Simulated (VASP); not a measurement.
Shape and ions are relaxed at each volume.

Energy against volume of ZrB₂ (AlB2 type). All values below come from optB88-vdW, VASP's PBE PAW potentials (set 64) (plane waves; VASP).

```
V (Å³/atom)  E (eV/atom)
-----------  -----------
9.707           -6.87544
10.017          -6.89858
10.327          -6.90576
10.637          -6.89921
10.946          -6.88082
```

Fit a third-order Birch-Murnaghan equation of state.

```
Property                                          Value
---------------------------------------  --------------
volume per atom                          10.33 Å^3/atom
bulk modulus                                    236 GPa
pressure derivative of the bulk modulus            3.98
```

The compound is ZrB2 in the AlB2 type structure. It was relaxed first.
